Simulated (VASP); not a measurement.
All values below come from r2SCAN+rVV10, VASP's PBE PAW potentials (set 64) (plane waves; VASP).

The input files of a VASP run:

**KPOINTS**
```
Automatic mesh
0
Gamma
8 8 8
0 0 0
```

### KPOINTS_OPT
```
k-points along high-symmetry lines
10
Line-mode
Reciprocal
  0.000000   0.000000   0.000000 ! GAMMA
  0.500000   0.000000   0.500000 ! X

  0.500000   0.000000   0.500000 ! X
  0.625000   0.250000   0.625000 ! U

  0.375000   0.375000   0.750000 ! K
  0.000000   0.000000   0.000000 ! GAMMA

  0.000000   0.000000   0.000000 ! GAMMA
  0.500000   0.500000   0.500000 ! L

  0.500000   0.500000   0.500000 ! L
  0.500000   0.250000   0.750000 ! W

  0.500000   0.250000   0.750000 ! W
  0.500000   0.000000   0.500000 ! X
```

File POSCAR:
```
Li2S
4.0038680
  0.0000000000   0.7071067173   0.7071067173
  0.7071067173   0.0000000000   0.7071067173
  0.7071067173   0.7071067173   0.0000000000
Li S
2 1
direct
  0.2500000000   0.2500000000   0.2500000000
  0.7500000000   0.7500000000   0.7500000000
  0.0000000000   1.0000000000   0.0000000000
```

INCAR:
```
! general
SYSTEM   = Li2S
PREC     = Accurate
ENCUT    = 520
LREAL    = .FALSE.
LASPH    = .TRUE.   ! aspherical one-centre terms

! electronic loop
EDIFF    = 1E-7   ! SCF stop (eV)
NELM     = 100   ! most electronic steps
ALGO     = Normal
LMIXTAU  = .TRUE.

! smearing
ISMEAR   = -5   ! tetrahedra, Bloechl

! functional
METAGGA  = R2SCAN
LUSE_VDW = .TRUE.
BPARAM   = 11.95
CPARAM   = 0.0093

! ions
ISIF     = 2   ! forces and stress, cell fixed

! output
LWAVE    = .FALSE.
LCHARG   = .FALSE.
LORBIT   = 11
NEDOS    = 601

! other
LEFG     = .TRUE.
```

POTCAR, in this order: Li_sv S (PBE.64 set). Program: vasp_std.

### Question
What does the run give for the energy per atom (σ→0), band gap (over mesh and band path)?

### Answer

```
Quantity                                     Value
----------------------------------  --------------
energy per atom (σ→0)               -5.687 eV/atom
band gap (over mesh and band path)         3.78 eV
```

### OSZICAR
```
...
DAV:  26    -0.170598391243E+02   -0.10071E-05   -0.22721E-06   600   0.168E-02    0.106E-03
DAV:  27    -0.170598377507E+02    0.13736E-05   -0.30437E-07   616   0.691E-03    0.321E-03
DAV:  28    -0.170598380201E+02   -0.26940E-06   -0.81408E-08   544   0.400E-03    0.241E-03
DAV:  29    -0.170598380232E+02   -0.30834E-08   -0.32916E-08   314   0.214E-03
   1 F= -.17059838E+02 E0= -.17059838E+02  d E =0.000000E+00
       N       E                     dE             ncg
       N       E                     dE             ncg
       N       E                     dE             ncg
```

The compound is Li2S in the antifluorite structure. It was relaxed first.
